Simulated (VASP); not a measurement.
# O on Ag(100): which site?, part 4 of 7

Where does O sit on Ag(100), and how strongly does it bind?

VASP 6.6.1, plane waves and PAW; the level of theory is named at each step.

So far. Step 6 (Relaxing the atoms): The run ended after 4 ionic steps, 0.032 eV below its first step, once the forces on the free atoms met EDIFFG = -0.03. Step 6 (Relaxing the atoms): Energy at zero smearing: -9.60851 eV.

## Step 7: Relaxing the adsorbate, site ontop

This step: RPBE; plane waves and PAW (Ag, O) (VASP 6.6.1).

System of this step: Ag16O (Ag(100)). The cell holds 17 atoms: 16 Ag and 1 O. Cell: a = 5.954 Å, b = 5.954 Å, c = 21.315 Å, α = 90.0°, β = 90.0°, γ = 90.0°. It derives from Ag. O over the ontop site of Ag(100). Vacuum lies along c.

The adsorbate starts over a high-symmetry site, and it relaxes with the upper layers within that symmetry.

Input file INCAR:

```
SYSTEM = Ag16O
PREC = Normal
ENCUT = 440
EDIFF = 1E-05
NELM = 120
ISMEAR = 1
SIGMA = 0.15
LREAL = Auto
ALGO = Fast
GGA = RP
NBANDS = 112
LASPH = .TRUE.
LORBIT = 11
LWAVE = .FALSE.
LCHARG = .FALSE.
KPAR = 2
NCORE = 2
IBRION = 2
NSW = 50
ISIF = 2
EDIFFG = -0.03
POTIM = 0.4
MAXMIX = 40
IDIPOL = 3
LDIPOL = .TRUE.
DIPOL = 0.5 0.5 0.513
```

Input file POSCAR:

```
Ag16O
1.0
    5.9540166507      0.0000000000      0.0000000000
    0.0000000000      5.9540166507      0.0000000000
    0.0000000000      0.0000000000     21.3151883235
Ag O
16 1
Selective dynamics
Direct
    0.2500000000      0.2500000000      0.3518617800  F F F
    0.7500000000      0.2500000000      0.3518617800  F F F
    0.2500000000      0.7500000000      0.3518617800  F F F
    0.7500000000      0.7500000000      0.3518617800  F F F
    0.0000000000      0.0000000000      0.4506205900  F F F
    0.5000000000      0.0000000000      0.4506205900  F F F
    0.0000000000      0.5000000000      0.4506205900  F F F
    0.5000000000      0.5000000000      0.4506205900  F F F
    0.2500000000      0.2500000000      0.5489664900  T T T
    0.7500000000      0.2500000000      0.5489664900  T T T
    0.2500000000      0.7500000000      0.5489664900  T T T
    0.7500000000      0.7500000000      0.5489664900  T T T
    0.0000000000      0.0000000000      0.6442746800  T T T
    0.5000000000      0.0000000000      0.6442746800  T T T
    0.0000000000      0.5000000000      0.6442746800  T T T
    0.5000000000      0.5000000000      0.6442746800  T T T
    0.0000000000      0.0000000000      0.7334130000  T T T
```

Input file KPOINTS:

```
Automatic mesh
0
Gamma
4 4 1
0 0 0
```

Potentials, in the order of the species: Ag and O (PBE family, release 64).

Launch:

```bash
> mpirun -np 4 vasp_std
```

Log:

```text
[banner, memory and clock lines left out]
running    4 mpi-ranks, on    1 nodes
 distrk:  each k-point on    2 cores,    2 groups
 distr:  one band on    2 cores,    1 groups

 POSCAR found type information on POSCAR AgO
 POSCAR found :  2 types and      17 ions
 [... a notice as in an earlier step ...]

 LDA part: xc-table for (Slater+PW92), standard interpolation
 POSCAR, INCAR and KPOINTS ok, starting setup
 FFT: planning ... GRIDC
 FFT: planning ... GRID_SOFT
 FFT: planning ... GRID
 WAVECAR not read
 entering main loop
       N       E                     dE             d eps       ncg     rms          rms(c)
DAV:   1     0.107026035550E+04    0.10703E+04   -0.76412E+04  1352   0.123E+03
DAV:   2     0.136827613135E+02   -0.10566E+04   -0.99908E+03  1472   0.284E+02
DAV:   3    -0.420650832782E+02   -0.55748E+02   -0.54353E+02  1528   0.586E+01
DAV:   4    -0.432115335651E+02   -0.11465E+01   -0.11438E+01  1464   0.865E+00
DAV:   5    -0.432319932583E+02   -0.20460E-01   -0.20458E-01  1552   0.117E+00    0.205E+01
RMM:   6    -0.508370038062E+02   -0.76050E+01   -0.14167E+01  1347   0.115E+01    0.312E+01
RMM:   7    -0.401678266386E+02    0.10669E+02   -0.13708E+01  1344   0.755E+00    0.139E+01
RMM:   8    -0.370380699516E+02    0.31298E+01   -0.18961E+00  1344   0.353E+00    0.819E+00
RMM:   9    -0.362840217103E+02    0.75405E+00   -0.14431E+00  1362   0.257E+00    0.394E+00
RMM:  10    -0.364656833225E+02   -0.18166E+00   -0.26969E-01  1347   0.129E+00    0.918E+00
RMM:  11    -0.363679522393E+02    0.97731E-01   -0.11931E+00  1416   0.171E+00    0.593E+00
RMM:  12    -0.359707517540E+02    0.39720E+00   -0.18766E-01  1376   0.766E-01    0.202E+00
RMM:  13    -0.360373671666E+02   -0.66615E-01   -0.16268E-02  1347   0.273E-01    0.327E+00
RMM:  14    -0.359347041474E+02    0.10266E+00   -0.28915E-02  1396   0.258E-01    0.810E-01
RMM:  15    -0.359299547102E+02    0.47494E-02   -0.45042E-03  1372   0.143E-01    0.168E-01
RMM:  16    -0.359303280008E+02   -0.37329E-03   -0.14856E-03  1367   0.883E-02    0.716E-02
RMM:  17    -0.359303870848E+02   -0.59084E-04   -0.48010E-04  1342   0.414E-02    0.166E-01
RMM:  18    -0.359301269240E+02    0.26016E-03   -0.28017E-04  1292   0.314E-02    0.658E-02
RMM:  19    -0.359303530638E+02   -0.22614E-03   -0.31372E-04  1274   0.284E-02    0.119E-01
RMM:  20    -0.359304908989E+02   -0.13784E-03   -0.17851E-04  1070   0.211E-02    0.838E-02
RMM:  21    -0.359305743294E+02   -0.83431E-04   -0.61096E-05   911   0.132E-02    0.153E-02
RMM:  22    -0.359306708982E+02   -0.96569E-04   -0.19947E-05   848   0.880E-03    0.233E-02
RMM:  23    -0.359306951302E+02   -0.24232E-04   -0.43890E-06   720   0.432E-03    0.420E-03
RMM:  24    -0.359307018233E+02   -0.66931E-05   -0.14288E-06   426   0.260E-03
   1 F= -.35930702E+02 E0= -.35922717E+02  d E =-.359307E+02
 curvature:   0.00 expect dE= 0.000E+00 dE for cont linesearch  0.000E+00
 trial: gam= 0.00000 g(F)=  0.516E-01 g(S)=  0.000E+00 ort = 0.000E+00 (trialstep = 0.100E+01)
 search vector abs. value=  0.516E-01
 bond charge predicted
       N       E                     dE             d eps       ncg     rms          rms(c)
DAV:   1    -0.359320819038E+02   -0.13868E-02   -0.12561E+01  1432   0.913E+00    0.120E+00
RMM:   2    -0.359625360359E+02   -0.30454E-01   -0.23363E-01  1347   0.135E+00    0.170E+00
RMM:   3    -0.360141332798E+02   -0.51597E-01   -0.88788E-02  1353   0.629E-01    0.246E+00
RMM:   4    -0.360099340450E+02    0.41992E-02   -0.12937E-02  1355   0.292E-01    0.248E+00
RMM:   5    -0.359514504571E+02    0.58484E-01   -0.27135E-02  1383   0.284E-01    0.416E-01
RMM:   6    -0.359558036791E+02   -0.43532E-02   -0.29453E-03  1356   0.117E-01    0.779E-01
RMM:   7    -0.359523500379E+02    0.34536E-02   -0.91238E-04  1342   0.700E-02    0.417E-01
RMM:   8    -0.359516130291E+02    0.73701E-03   -0.58842E-04  1351   0.510E-02    0.146E-01
RMM:   9    -0.359516250905E+02   -0.12061E-04   -0.20253E-04  1247   0.323E-02    0.376E-02
RMM:  10    -0.359516501447E+02   -0.25054E-04   -0.56810E-05   942   0.171E-02    0.141E-02
RMM:  11    -0.359516551976E+02   -0.50529E-05   -0.61877E-06   771   0.679E-03
   2 F= -.35951655E+02 E0= -.35943342E+02  d E =-.209534E-01
[... from here on, the cycles between the ionic steps are left out ...]
   3 F= -.35952025E+02 E0= -.35943739E+02  d E =-.213235E-01
   4 F= -.35952017E+02 E0= -.35943739E+02  d E =-.213155E-01
   5 F= -.35957266E+02 E0= -.35949144E+02  d E =-.524842E-02
   6 F= -.35960939E+02 E0= -.35952729E+02  d E =-.892217E-02
   7 F= -.35965740E+02 E0= -.35957609E+02  d E =-.137226E-01
   8 F= -.35966070E+02 E0= -.35958172E+02  d E =-.140531E-01
   9 F= -.35967285E+02 E0= -.35959242E+02  d E =-.152679E-01
  10 F= -.35966907E+02 E0= -.35958955E+02  d E =-.148899E-01
  11 F= -.35967309E+02 E0= -.35959301E+02  d E =-.152922E-01
  12 F= -.35967242E+02 E0= -.35959255E+02  d E =-.152252E-01
  13 F= -.35967295E+02 E0= -.35959294E+02  d E =-.152775E-01
  14 F= -.35969815E+02 E0= -.35961642E+02  d E =-.252010E-02
  15 F= -.35972791E+02 E0= -.35964262E+02  d E =-.549623E-02
  16 F= -.35974077E+02 E0= -.35965421E+02  d E =-.128588E-02
  17 F= -.35975689E+02 E0= -.35966688E+02  d E =-.289797E-02
  18 F= -.35975684E+02 E0= -.35966651E+02  d E =-.289249E-02
  19 F= -.35975757E+02 E0= -.35966710E+02  d E =-.735329E-04
  20 F= -.35975767E+02 E0= -.35966723E+02  d E =-.837151E-04
  21 F= -.35975779E+02 E0= -.35966733E+02  d E =-.954886E-04
  22 F= -.35975800E+02 E0= -.35966750E+02  d E =-.116802E-03
  23 F= -.35975839E+02 E0= -.35966775E+02  d E =-.155338E-03
 curvature:  -1.94 expect dE=-0.269E-03 dE for cont linesearch -0.663E-08
 trial: gam=-0.03781 g(F)=  0.139E-03 g(S)=  0.000E+00 ort = 0.145E-05 (trialstep = 0.760E+00)
 search vector abs. value=  0.139E-03
 bond charge predicted
       N       E                     dE             d eps       ncg     rms          rms(c)
DAV:   1    -0.359758953076E+02   -0.59870E-04   -0.20977E-02  1400   0.393E-01    0.261E-02
RMM:   2    -0.359759117181E+02   -0.16410E-04   -0.19942E-04  1276   0.514E-02    0.787E-03
RMM:   3    -0.359759119659E+02   -0.24777E-06   -0.27043E-05   850   0.194E-02
  24 F= -.35975912E+02 E0= -.35966876E+02  d E =-.730821E-04
 trial-energy change:   -0.000073  1 .order   -0.000063   -0.000105   -0.000022
 step:   0.9568(harm=  0.9568)  dis= 0.00126  next Energy=   -35.975905 (dE=-0.663E-04)
 reached required accuracy - stopping structural energy minimisation
```

The job ended after 11 min (4 MPI ranks of AMD EPYC 7R43, shared host; peak memory 1.3 GiB).

OUTCAR, selected parts (step 7):

```text
   k-points           NKPTS =      6   k-points in BZ     NKDIM =      6   number of bands    NBANDS=    112

   NELECT =     182.0000    total number of electrons

 dipolmoment           0.000000      0.000000      0.439418 electrons x Angstroem

 E-fermi :  -0.0367

 k-point     1 :       0.0000    0.0000    0.0000
  band No.  band energies     occupation
    ...
     87      -0.5637      2.00001
     88      -0.4442      2.00083
     89      -0.4309      2.00128
     90      -0.4309      2.00128
     91      -0.3797      2.00569
     92       0.2047     -0.04528
     93       0.2298     -0.03067
     94       0.4807     -0.00001
     95       0.8017     -0.00000
     96       0.8017     -0.00000
    ...

  Total       -2.6747903     -2.6747903     -1.5023971      0.0000000      0.0000000      0.0000000
  in kB       -5.6714103     -5.6714103     -3.1855620      0.0000000      0.0000000      0.0000000
  external PRESSURE =      -4.8427942 kB  Pullay stress =       0.0000000 kB

 POSITION                                       TOTAL-FORCE (eV/Angst)
 -----------------------------------------------------------------------------------
      1.48850      1.48850      7.50000         0.030524      0.030524      0.119857
      4.46551      1.48850      7.50000        -0.030524      0.030524      0.119857
      1.48850      4.46551      7.50000         0.030524     -0.030524      0.119857
      4.46551      4.46551      7.50000        -0.030524     -0.030524      0.119857
      0.00000      0.00000      9.60506        -0.000000     -0.000000     -0.047755
      2.97701      0.00000      9.60506        -0.000000     -0.000000     -0.133004
      0.00000      2.97701      9.60506        -0.000000     -0.000000     -0.133004
      2.97701      2.97701      9.60506        -0.000000     -0.000000     -0.161962
      1.49215      1.49215     11.68899         0.005253      0.005253     -0.005927
      4.46187      1.49215     11.68899        -0.005253      0.005253     -0.005927
      1.49215      4.46187     11.68899         0.005253     -0.005253     -0.005927
      4.46187      4.46187     11.68899        -0.005253     -0.005253     -0.005927
      5.95402      0.00000     13.65938        -0.000000     -0.000000     -0.014687
      2.97701      0.00000     13.83242        -0.000000     -0.000000      0.007458
      5.95402      2.97701     13.83242        -0.000000     -0.000000      0.007458
      2.97701      2.97701     13.72776        -0.000000     -0.000000      0.024134
      5.95402      0.00000     15.61069        -0.000000     -0.000000     -0.004354
 -----------------------------------------------------------------------------------
    total drift:                                0.000000     -0.000000     -0.113327

  FREE ENERGIE OF THE ION-ELECTRON SYSTEM (eV)
  ---------------------------------------------------
  free  energy   TOTEN  =       -35.9759119659 eV

  energy  without entropy=      -35.9488029422  energy(sigma->0) =      -35.96687562

 vacuum level on the upper side and lower side of the slab         5.989         3.731

[... 8 parts as in an earlier step ...]

[... 9 further parts left out ...]
```

Step by step (22 of 24):

| step | energy less that of the first step (eV) | largest force (eV/Å) |
| --- | --- | --- |
| 1 | 0.0000 | 0.8199 |
| 2 | -0.0210 | 0.2314 |
| 3 | -0.0213 | 0.2174 |
| 4 | -0.0213 | 0.2081 |
| 5 | -0.0266 | 0.1542 |
| 6 | -0.0302 | 0.1598 |
| 8 | -0.0354 | 0.1239 |
| 9 | -0.0366 | 0.1219 |
| 10 | -0.0362 | 0.1187 |
| 11 | -0.0366 | 0.1199 |
| 12 | -0.0365 | 0.1196 |
| 13 | -0.0366 | 0.1196 |
| 14 | -0.0391 | 0.1095 |
| 15 | -0.0421 | 0.2612 |
| 16 | -0.0434 | 0.1931 |
| 17 | -0.0450 | 0.0310 |
| 19 | -0.0451 | 0.0374 |
| 20 | -0.0451 | 0.0339 |
| 21 | -0.0451 | 0.0337 |
| 22 | -0.0451 | 0.0342 |
| 23 | -0.0451 | 0.0325 |
| 24 | -0.0452 | 0.0241 |

The atoms that moved most (Å):

| atom | dx | dy | dz | length |
| --- | --- | --- | --- | --- |
| Ag14 | 0.000 | 0.000 | 0.100 | 0.100 |
| Ag15 | 0.000 | 0.000 | 0.100 | 0.100 |
| Ag13 | 0.000 | 0.000 | -0.073 | 0.073 |
| O17 | 0.000 | 0.000 | -0.022 | 0.022 |
| Ag12 | -0.004 | -0.004 | -0.012 | 0.013 |
| Ag11 | 0.004 | -0.004 | -0.012 | 0.013 |
| Ag10 | -0.004 | 0.004 | -0.012 | 0.013 |
| Ag9 | 0.004 | 0.004 | -0.012 | 0.013 |

Final coordinates:

```xyz
17
Lattice="5.9540 0.0000 0.0000 0.0000 5.9540 0.0000 0.0000 0.0000 21.3152" Properties=species:S:1:pos:R:3
Ag    1.4885    1.4885    7.5000
Ag    4.4655    1.4885    7.5000
Ag    1.4885    4.4655    7.5000
Ag    4.4655    4.4655    7.5000
Ag    0.0000    0.0000    9.6051
Ag    2.9770    0.0000    9.6051
Ag    0.0000    2.9770    9.6051
Ag    2.9770    2.9770    9.6051
Ag    1.4921    1.4921   11.6890
Ag    4.4619    1.4921   11.6890
Ag    1.4921    4.4619   11.6890
Ag    4.4619    4.4619   11.6890
Ag    0.0000    0.0000   13.6594
Ag    2.9770    0.0000   13.8324
Ag    0.0000    2.9770   13.8324
Ag    2.9770    2.9770   13.7278
O     0.0000    0.0000   15.6107
```

Numbers from this step:

* electronic cycles: 152
* electrons: 182
* free energy (TOTEN): -35.98 eV
* energy at zero smearing: -35.97 eV
* Fermi energy: -0.0367 eV
* dipole moment: 0, 0, 0.4394 e·Å

The run ended after 24 ionic steps, 0.045 eV below its first step, once the forces on the free atoms met EDIFFG = -0.03.

VASP counts the dipole in electrons times Å, so a positive number points the physical dipole along −c.

(Continued in part 5 of 7.)

[Lines on the potential files, build, host, timing and source positions are cut from VASP's logs without a mark.]

[Logs are printed without paths, hosts, clocks, repeated set-up lines and the standing remarks that a program may print on its own settings, such as how far it seeks lower states.]

[Hosts, paths, dates, database ids (printed as entryN), source tags and the programs' standing remarks are cut or masked in the printed files.]

[Runs that stopped without an error message from VASP are left out.]
